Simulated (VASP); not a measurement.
Shape and ions are relaxed at each volume.

Energy against volume of ZnS (wurtzite). Calculation: SCAN meta-GGA, VASP's PBE PAW potentials (set 64) (plane waves; VASP 6.6.1).

| V (Å³/atom) | E (eV/atom) |
|---|---|
| 18.280 | -12.47773 |
| 18.863 | -12.49267 |
| 19.446 | -12.49696 |
| 20.030 | -12.49218 |
| 20.613 | -12.47986 |

Fit a third-order Birch-Murnaghan equation of state.

```yaml
volume_per_atom: 19.41 Å^3/atom
bulk_modulus: 82.9 GPa
pressure_derivative_of_the_bulk_modulus: 4.71
```

Measured: bulk modulus 80.0 GPa (computed value off by +3.6 %), as given by Isothermal phase behavior of Ag3SbS3, ZnGeP2, and ZnS (abstract). The calculation is for a static lattice, while the measured bulk modulus holds thermal and zero-point effects, which are part of the difference.

The compound is ZnS in the wurtzite structure, the high-temperature form. It was relaxed first.
